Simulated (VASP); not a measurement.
Calculation: PBE GGA, VASP's PBE PAW potentials (set 64) (plane waves; VASP).

A VASP calculation is set up with these files.

INCAR:
```
ISIF = 2
LMAXMIX = 6
LEFG = .TRUE.
LORBIT = 11   # lm-projected
GGA = PE   # PBE
PREC = Accurate
NELM = 100   # most electronic steps
NEDOS = 601   # DOS grid
SYSTEM = La
LCHARG = .TRUE.
LASPH = .TRUE.   # aspherical one-centre terms
LWAVE = .FALSE.
ISMEAR = -5   # tetrahedra, Bloechl
ALGO = Normal
LREAL = .FALSE.   # projection in real space or not
EDIFF = 1E-7   # SCF stop (eV)
ENCUT = 520
```

### POSCAR
```
La
1.0
  1.8876883271  -3.2695723200   0.0000000000
  1.8876883271   3.2695723200   0.0000000000
  0.0000000000   0.0000000000  12.0719111160
La
4
Direct
  0.0000000000   0.0000000000   0.5000000000
  0.0000000000   0.0000000000   0.0000000000
  0.3333330000   0.6666670000   0.2500000000
  0.6666670000   0.3333330000   0.7500000000
```

**KPOINTS**
```
Automatic mesh
0
Gamma
  11 11 3
0 0 0
```

POTCAR, in this order: La (PBE.64 set). Program: vasp_std.

**Question.** What does the run give for the energy per atom (σ→0), band gap (on the k-mesh)?

**Answer.** 
```json
{
 "energy per atom (σ→0)": "-4.887 eV/atom",
 "band gap (on the k-mesh)": "none (metal, semimetal or under 0.01 eV)"
}
```

File OSZICAR:
```
...
DAV:  10    -0.195474412409E+02   -0.20350E-03   -0.23956E-03  3128   0.305E-01    0.279E-02
DAV:  11    -0.195474374334E+02    0.38075E-05   -0.45071E-04  3224   0.102E-01    0.293E-02
DAV:  12    -0.195474497324E+02   -0.12299E-04   -0.97256E-05  3024   0.638E-02    0.625E-03
DAV:  13    -0.195474473737E+02    0.23587E-05   -0.16104E-05  3080   0.233E-02    0.150E-03
DAV:  14    -0.195474470704E+02    0.30336E-06   -0.23666E-06  2176   0.813E-03    0.779E-04
DAV:  15    -0.195474463867E+02    0.68364E-06   -0.44872E-07  1720   0.436E-03    0.221E-04
DAV:  16    -0.195474463379E+02    0.48871E-07   -0.11056E-07  1648   0.353E-03
   1 F= -.19547446E+02 E0= -.19547446E+02  d E =0.000000E+00
```

The compound is La in the dhcp structure. It was relaxed first.
